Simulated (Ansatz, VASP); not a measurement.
# Cross-check of SiPb between VASP and Ansatz, part 2 of 2

One calculation is typed for both programs; each brings its own data sets. How far apart do they land? The cell is generated by rule, not measured, and may not be a known phase. The cell is taken from a series of runs on this material, whose earlier steps may have relaxed, scaled, displaced or heated it; both programs get it as it stands.

VASP 6.6.1 and Ansatz 0.2.0.

So far: The starting structure; VASP: relaxation of cell and atoms, r2SCAN, pair 1.

## Step 3: Ansatz: relaxation of cell and atoms, r2SCAN, pair 1

Level of this step: Ansatz beside VASP: Kohn-Sham DFT, plane waves, r2SCAN (Ansatz).

Ansatz runs on its default PAW (the set named soft_2) files.

The same cell, functional, mesh and smearing now go to Ansatz, which takes its cutoff from its data sets.

input.yaml reads:

```yaml
crystal:
  lattice:
    - [4.3745999935, 3.019e-06, 0.0]
    - [-2.1873026113, 3.7885132163, 0.0]
    - [0.0, 0.0, 7.2041768466]
  atoms:
    - { symbol: Pb, position: [0.3333333333, 0.6666666667, 0.0002738635] }
    - { symbol: Pb, position: [0.6666666667, 0.3333333333, 0.5002738635] }
    - { symbol: Si, position: [0.3333333333, 0.6666666667, 0.3747261365] }
    - { symbol: Si, position: [0.6666666667, 0.3333333333, 0.8747261365] }
kpoints:
  mp_grid: { grid: [12, 12, 6] }
hamiltonian:
  xc: r2scan
scf:
  occupations: { method: methfessel_paxton, width: 0.2 }
output:
  forces: true
  stress: true
  eigenvalues: true
relax:
  adjacent_minimum: "off"
  f_tol: 0.001
  max_steps: 60
  cell: { stress_tol: 0.01 }
```

Started as:

```console
$ ansatz run input.yaml --threads 4 --pin off --max-ram 7168MiB --backend cpu --events-out ev --progress --plain --runs-dir out
```

Numbers of over 12 decimals in the logs are rounded to 6 here.

The program printed:

```text
Engine: ansatz 0.2.0, aarch64-unknown-linux-gnu
Pseudopotentials: kind: paw
Pseudopotential: Pb, paw, valence charge 14, recommended cutoff 500 eV (meta_gga), Pb.paw.azcp
Pseudopotential: Si, paw, valence charge 4, recommended cutoff 500 eV (meta_gga), Si.paw.azcp
Functional definition: r2SCAN
  parameter k0 = 0.174
  parameter k1 = 0.065
  parameter a1 = 4.9479
  exchange = r2scan_x(k0 = k0, k1 = k1, a1 = a1)
  correlation = r2scan_c
Crystal: 4 atoms, lattice volume = 119.397 Å³
Basis set: ecut = 500 eV, 3009 PW (Γ), exchange–correlation on 128×128×216 points (64 copies of the dense FFT grid, shifted against one another)
Bands: 22, of which v1, the nominal top of the filled ones, is band 18 counted from 1 (17 counted from 0)
Symmetry: 12 space group operations
Space group: P63mc (ITA 186), of the structure as read, at distance tolerance 4.9e-5 Å
k-points: 76 of 864 (time reversal used)
Non-local potential: Pb, projectors of the file, l = 0: 2, l = 1: 2, l = 2: 2, l = 3: 2
Non-local potential: Si, projectors of the file, l = 0: 2, l = 1: 2, l = 2: 2
PAW form: soft (Blöchl's): semilocal exchange-correlation on the pseudo side does not see the compensation charge
PAW frozen core: Pb, regenerated for the run's functional (the file was generated under x = pbe(κ = 0.804, μ = 0.219515), c = pbe(β = 0.066725))
PAW frozen core: Si, regenerated for the run's functional (the file was generated under x = pbe(κ = 0.804, μ = 0.219515), c = pbe(β = 0.066725))
PAW one-centre angular grid: Pb, 590 points (default); XC on 160 Gauss nodes
PAW one-centre angular grid: Si, 302 points (default); XC on 160 Gauss nodes
Initial density: superposition of atomic densities (neutral atoms: chi_scale 0, normalization atom), corrected by the library's trained network
Initial wavefunctions: pseudopotential atomic-orbital guess
Functional: x = r2scan, c = r2scan; τ floored in thin density (d = 2e-4 eV/Å³)
SCF iter   1: F=—  HF=-25118.112188 eV  |F-HF|=—  |Δ(HF+E_count)|=         —  Δρ=6.90e-3  dr2=4.92e-2  dr2_τ=2.35e-2  ethr=1.77e-3  ⟨swp⟩=6.4  Hψ=8416  notcnv=0
preconditioner: auto → Resta (q_TF=auto, 2.234 Å⁻¹)  ε∞=3.0  [insulator: Δε(μ)=0.142 eV  Ē_g=14.509 eV  σ=0.200 eV  W_gap=0.54  n_scr=22 (ndim 8)  ℏωp=20.4 eV  f_vac=0.028  D(μ)=0.13/eV (n_scr^D=0)  ε∞_Penn≈3.0]
SCF iter   2: F=—  HF=-25118.125889 eV  |F-HF|=—  |Δ(HF+E_count)|=   1.37e-2  S|Δr|=    0.00e0  Δρ=2.97e-3  dr2=6.53e-3  dr2_τ=2.42e-4  ethr=1.37e-4  ⟨swp⟩=2.9  Hψ=3741  notcnv=0
SCF iter   3: F=—  HF=-25118.124767 eV  |F-HF|=—  |Δ(HF+E_count)|=   1.12e-3  S|Δr|=    0.00e0  Δρ=7.62e-4  dr2=4.42e-4  dr2_τ=8.02e-6  ethr=1.81e-5  ⟨swp⟩=2.8  Hψ=2380  notcnv=0
SCF iter   4: F=—  HF=-25118.124718 eV  |F-HF|=—  |Δ(HF+E_count)|=   4.89e-5  S|Δr|=    0.00e0  Δρ=9.20e-5  dr2=1.23e-5  dr2_τ=2.65e-7  ethr=1.23e-6  ⟨swp⟩=2.5  Hψ=2309  notcnv=0
SCF iter   5: F=—  HF=-25118.124718 eV  |F-HF|=—  |Δ(HF+E_count)|=   2.48e-7  S|Δr|=    0.00e0  Δρ=1.37e-5  dr2=2.28e-7  dr2_τ=1.83e-8  ethr=3.42e-8  ⟨swp⟩=2.2  Hψ=2838  notcnv=0
SCF iter   6: F=-25118.124718 eV  HF=-25118.124718 eV  |F-HF|=5.49e-10  |Δ(HF+E_count)|=   2.14e-7  S|Δr|=    0.00e0  Δρ=4.17e-6  dr2=2.62e-8  dr2_τ=2.55e-9  ethr=2.78e-10  ⟨swp⟩=8.4  Hψ=9338  notcnv=0
SCF 1 converged in 6 iterations: F = -25118.124718 eV  dr2 = 2.62e-8
  greatest PAW one-centre occupation: 0.975 electrons in one spin orbital (limit 2), on the Pb atom at site 1 (counted from 0), in its partial waves of l = 2
relax step   1: F+E_penalty+E_count = -25118.12471826 eV  Δ(F+E_penalty+E_count) = +0.000e0 eV  max|allowed force component| = 3.868e-3 eV/Å  Δτ_max = 0.0000 Å  P = -0.003 GPa  Ω = 119.397 Å³  (6 SCF iters, dr2 threshold 1.00e-7 eV, accepted)
[...]
relax step   2: F+E_penalty+E_count = -25118.12471660 eV  Δ(F+E_penalty+E_count) = +1.652e-6 eV  max|allowed force component| = 5.207e-3 eV/Å  Δτ_max = 0.0007 Å  P = +0.002 GPa  Ω = 119.388 Å³  energy of the carried Pulay correction = +2.487e-7 eV  (5 SCF iters, dr2 threshold 9.35e-10 eV, rejected (line search))
[...]
relax step   3: F+E_penalty+E_count = -25118.12472040 eV  Δ(F+E_penalty+E_count) = -2.141e-6 eV  max|allowed force component| = 5.473e-6 eV/Å  Δτ_max = 0.0003 Å  P = -0.000 GPa  Ω = 119.391 Å³  energy of the carried Pulay correction = +1.531e-7 eV  (7 SCF iters, accepted)
[...]
relax step   4: F+E_penalty+E_count = -25118.12472023 eV  Δ(F+E_penalty+E_count) = +1.674e-7 eV  max|allowed force component| = 5.525e-6 eV/Å  Δτ_max = 0.0000 Å  P = -0.000 GPa  Ω = 119.391 Å³  stress off target by 2.48e-4 GPa  SCF on the basis re-selected at this cell (its energy is not comparable with the rows above)  (5 SCF iters)
basis re-selected at this cell: Δ(F+E_penalty+E_count) = +1.674e-7 eV, ΔP = +0.000 GPa vs the last step (what re-selecting the basis moved, of the pressure what is left beyond the Pulay correction that the steps carried, after the strain that the cell walked since its last selection, with what the two solves' SCF thresholds leave and, on support functions, any second-order correction that the steps lacked; it is no m [...]
SCF converged after 5 iterations
Stability not checked: this state was not tested for a lower state beside it, because cold or Methfessel-Paxton smearing, or corrected tetrahedra, fill the levels in a way that the test cannot read (fill_not_monotonic; see scf.lower_state_search)
Free energy (F): -25118.124720 eV
Harris-Foulkes:  -25118.124720 eV  (|F-HF|=3.64e-12)
Internal energy: -25118.125781 eV  (E = F + TS)
E sigma→0 (E₀):  -25118.124985 eV
Entropy (-TS):   0.001061 eV (0.265 meV/atom)
Fermi energy:    7.116479 eV
--- Per-component energies (eV) ---
  E_band       = -182.572844
  E_kinetic    = 659.138642
  E_local      = -2749.381410  (includes V_loc(G=0)·N_el)
  E_nonlocal   = 752.011061
  E_hartree    = 1111.560209
  E_xc         = -513.885473
  E_vxc        = -382.998062  (∫ρ·V_xc dr)
  E_paw        = -21916.823919  (= ΣΔE_a)
  E_vpaw       = -709.572535  (= ΣTr[D̂ρ^β])
  E_aug_tail   = 0.000049  (compensation charges beyond the density's cutoff)
  E_vtau       = 25.109012  (kinetic-family band-sum trace: ∫τ·v_τ [+ j·A + Jᵃ·Aᵃ] dr)
  E_ewald      = -2462.523078
  E_core_change = 1.778139  (= ΣΔE_core)
  E_smearing   = 0.001061  (= −TS)
  E_closure    = 0.000000  (closes the sum)
  Σ components = -25118.124720   (vs F -25118.124720, Δ=0.00e0)
--- Forces (eV/Å), atoms counted from 1 ---
  atom   1  Pb     0.00000000    -0.00000000     0.00000559
  atom   2  Pb    -0.00000000     0.00000000     0.00000559
  atom   3  Si     0.00000000    -0.00000000    -0.00000546
  atom   4  Si    -0.00000000     0.00000000    -0.00000546
  max |Σ_I F_I| component: 2.68e-7 eV/Å
--- Stress (GPa, compression-positive) ---
       -0.000024       0.000000       0.000000
        0.000000      -0.000024       0.000000
        0.000000       0.000000      -0.000248
  P = ⅓ Tr σ = -0.0001 GPa (-0.001 kbar)
--- Band table (eV; the first three rows and the last of 76) ---
  k-point 0: bands = [... 14 lower, 5.7886, 6.0709, 6.7711, 7.0233, 7.2196, 7.2196, 9.3384, 9.3384]
  k-point 1: bands = [... 14 lower, 5.8561, 5.8561, 6.8467, 7.0665, 7.0665, 7.6500, 9.4929, 9.4929]
  k-point 2: bands = [... 14 lower, 6.0524, 6.0524, 6.7245, 6.7245, 7.0683, 7.7552, 9.8555, 9.8555]
  k-point 75: bands = [... 14 lower, 3.4169, 3.4169, 5.2829, 5.2829, 8.2247, 8.2247, 11.0202, 11.0202]
--- Relaxed structure (3 steps of the walk, 2 accepted, 1 SCFs on fresh bases) ---
  F+E_penalty+E_count = -25118.12472023 eV   max|allowed force component| = 5.525e-6 eV/Å   (the final SCF, on the basis selected at the relaxed cell)
  cell:  # Å, volume = 119.3912 Å³
    - [4.374630, 3.019031753591132e-6, 0]
    - [-2.187318, 3.788539, 0]
    - [0.0, 0, 7.203756]
  atoms:
    - { symbol: Pb, position: [0.333333, 0.666667, 0.000236559] }
    - { symbol: Pb, position: [0.666667, 0.333333, 0.500237] }
    - { symbol: Si, position: [0.333333, 0.666667, 0.374763] }
    - { symbol: Si, position: [0.666667, 0.333333, 0.874763] }
```

## Step 4: Side by side

Known differences besides the potentials themselves: VASP keeps PBE cores, Ansatz makes them for the functional; the cutoff is 500 eV in Ansatz and 550 eV in VASP; Ansatz adds a Pulay correction to the stress that steers its cell, VASP none. Total energies have different zeros and are not compared.

Compared:

```
                                         quantity  Ansatz    VASP  difference
                                      volume (Å³)  119.39  119.17     +0.18 %
edge a after relaxation, in the typed setting (Å)   4.375   4.372     +0.06 %
edge c after relaxation, in the typed setting (Å)   7.204   7.200     +0.05 %
```

## Step 5: VASP: relaxation of cell and atoms, r2SCAN, pair 2

The relaxed volume is the usual yardstick between codes: in a stiff, nearly cubic crystal its relative difference is about their pressure difference at one cell divided by the bulk modulus.

INCAR reads:

```
SYSTEM = SiPb
PREC = Accurate
ENCUT = 550
EDIFF = 1E-07
NELM = 120
ISMEAR = 0
SIGMA = 0.1
LREAL = .FALSE.
ALGO = Normal
METAGGA = R2SCAN
LASPH = .TRUE.
NBANDS = 24
LORBIT = 11
LWAVE = .FALSE.
LCHARG = .FALSE.
ISIF = 3
IBRION = 2
NSW = 80
EDIFFG = -0.005
GGA_COMPAT = .FALSE.
NELMIN = 4
LMIXTAU = .TRUE.
KPAR = 2
```

POSCAR reads:

```
SiPb
1.0
    4.3922820000      0.0000030000      0.0000000000
   -2.1961430000      3.8038260000      0.0000000000
    0.0000000000      0.0000000000      7.1475100000
Pb Si
2 2
Direct
    0.3333331816      0.6666666667      0.9988621212
    0.6666665908      0.3333333333      0.4988621212
    0.3333331816      0.6666666667      0.3761378438
    0.6666665908      0.3333333333      0.8761377039
```

KPOINTS reads:

```
Automatic mesh
0
Gamma
12 12 6
0 0 0
```

The projector-augmented-wave data sets are Pb_d and Si (PBE family, release 64).

Started as:

```console
$ mpirun -np 2 vasp_std
```

The program printed:

```text
[banner, memory and clock lines left out]
running    2 mpi-ranks, on    1 nodes
[...]
[... a notice as in an earlier step ...]

 LDA part: xc-table for (None), standard interpolation
 POSCAR, INCAR and KPOINTS ok, starting setup
[...]
entering main loop
       N       E                     dE             d eps       ncg     rms          rms(c)
DAV:   1     0.235475889251E+03    0.23548E+03   -0.17687E+04  3648   0.163E+03
DAV:   2    -0.108183137388E+03   -0.34366E+03   -0.33592E+03  3672   0.414E+02
DAV:   3    -0.135619441141E+03   -0.27436E+02   -0.27136E+02  4816   0.140E+02
DAV:   4    -0.136523623244E+03   -0.90418E+00   -0.90362E+00  4312   0.311E+01
[...]
DAV:  21    -0.128373267467E+03    0.13142E-06   -0.30273E-06  3760   0.119E-02    0.829E-04
DAV:  22    -0.128373269036E+03   -0.15690E-05   -0.10844E-06  3912   0.674E-03    0.529E-04
DAV:  23    -0.128373269030E+03    0.59176E-08   -0.16511E-08  2656   0.137E-03
   1 F= -.12837327E+03 E0= -.12837285E+03  d E =-.128373E+03
[... from here on, the cycles between the ionic steps are left out ...]
   2 F= -.12837579E+03 E0= -.12837537E+03  d E =-.252029E-02
   3 F= -.12837606E+03 E0= -.12837564E+03  d E =-.279396E-02
   4 F= -.12837698E+03 E0= -.12837657E+03  d E =-.915052E-03
 trial-energy change:   -0.000915  1 .order   -0.000908   -0.001796   -0.000021
 step:   1.1030(harm=  1.1033)  dis= 0.00575  next Energy=  -128.376978 (dE=-0.915E-03)
 reached required accuracy - stopping structural energy minimisation
```

Parts of OUTCAR (step 5):

```text
  Total        0.0057814      0.0057814      0.0036613      0.0000000      0.0000000      0.0000000
  in kB        0.0777276      0.0777276      0.0492238      0.0000000      0.0000000      0.0000000
  external PRESSURE =       0.0682264 kB  Pullay stress =       0.0000000 kB

 POSITION                                       TOTAL-FORCE (eV/Angst)
 -----------------------------------------------------------------------------------
     -0.00000      2.52408      0.00173         0.000000     -0.000000      0.000752
      2.18592      1.26204      3.60152        -0.000000      0.000000      0.000752
     -0.00000      2.52408      2.69810        -0.000000      0.000000     -0.000752
      2.18592      1.26204      6.29789        -0.000000      0.000000     -0.000752
 -----------------------------------------------------------------------------------
    total drift:                                0.000643      0.000048     -0.000556

  FREE ENERGIE OF THE ION-ELECTRON SYSTEM (eV)
  ---------------------------------------------------
  free  energy   TOTEN  =      -128.3769780432 eV

  energy  without entropy=     -128.3761645443  energy(sigma->0) =     -128.37657129

[... 2 parts as in an earlier step ...]

[... 2 further parts left out ...]
[key lines of the parts left out:]
E-fermi :   5.1351
```

## Step 6: Ansatz: relaxation of cell and atoms, r2SCAN, pair 2

The same cell, functional, mesh and smearing now go to Ansatz, which takes its cutoff from its data sets.

The cell is taken from a series of runs on this material, whose earlier steps may have relaxed, scaled, displaced or heated it; both programs get it as it stands.

input.yaml reads:

```yaml
crystal:
  lattice:
    - [4.3922815411, 3.0312e-06, 0.0]
    - [-2.1961433957, 3.8038258795, 0.0]
    - [0.0, 0.0, 7.1475095461]
  atoms:
    - { symbol: Pb, position: [0.3333333333, 0.6666666667, -0.0011378239] }
    - { symbol: Pb, position: [0.6666666667, 0.3333333333, 0.4988621761] }
    - { symbol: Si, position: [0.3333333333, 0.6666666667, 0.3761378239] }
    - { symbol: Si, position: [0.6666666667, 0.3333333333, 0.8761378239] }
kpoints:
  mp_grid: { grid: [12, 12, 6] }
hamiltonian:
  xc: r2scan
scf:
  occupations: { method: gaussian, width: 0.1 }
output:
  forces: true
  stress: true
  eigenvalues: true
relax:
  adjacent_minimum: "off"
  f_tol: 0.005
  max_steps: 80
  cell: { stress_tol: 0.05 }
```

Started as:

```console
$ ansatz run input.yaml --threads 4 --pin off --max-ram 7168MiB --backend cpu --events-out ev --progress --plain --runs-dir out
```

The program printed:

```text
[...]
Crystal: 4 atoms, lattice volume = 119.417 Å³
Basis set: ecut = 500 eV, 3015 PW (Γ), exchange–correlation on 144×144×216 points (64 copies of the dense FFT grid, shifted against one another)
Bands: 22, of which v1, the nominal top of the filled ones, is band 18 counted from 1 (17 counted from 0)
Symmetry: 12 space group operations
[...]
--- Relaxed structure (4 steps of the walk, 3 accepted, 1 SCFs on fresh bases) ---
[...]
cell:  # Å, volume = 119.3965 Å³
    - [4.374600, 3.019028550147136e-6, 0]
    - [-2.187303, 3.788513, 0]
    - [0, 0, 7.204177]
  atoms:
    - { symbol: Pb, position: [0.333333, 0.666667, 0.000273863] }
    - { symbol: Pb, position: [0.666667, 0.333333, 0.500274] }
    - { symbol: Si, position: [0.333333, 0.666667, 0.374726] }
    - { symbol: Si, position: [0.666667, 0.333333, 0.874726] }
[key lines of the parts left out:]
SCF converged after 4 iterations
Free energy (F): -25118.125288 eV
Fermi energy:    7.105714 eV
P = ⅓ Tr σ = 0.0007 GPa (0.007 kbar)
```

## Step 7: Differences

Compared:

```
                                         quantity  Ansatz    VASP  difference
                                      volume (Å³)  119.40  119.17     +0.19 %
edge a after relaxation, in the typed setting (Å)   4.375   4.372     +0.06 %
edge c after relaxation, in the typed setting (Å)   7.204   7.200     +0.06 %
```

## Step 8: Summary of results

```
difference in volume (relaxation of cell and atoms, r2SCAN, pair 1) : 0.18 %
difference in volume (relaxation of cell and atoms, r2SCAN, pair 2) : 0.19 %
```

The difference in volume is 0.19 % (relaxation of cell and atoms, r2SCAN, pair 2), within the 1.2 % picked in this series as the mark of a large difference, as far as the stopping tolerances let one tell. 1 further run of this series is not shown here. How closely two codes agree says nothing of how well the functional describes the real material.

[Lines on the potential files, build, host, timing and source positions are cut from VASP's logs without a mark.]

[Logs are printed without paths, hosts, clocks, repeated set-up lines and the standing remarks that a program may print on its own settings, such as how far it seeks lower states.]

[Hosts, paths, dates, database ids (printed as entryN), source tags and the programs' standing remarks are cut or masked in the printed files.]
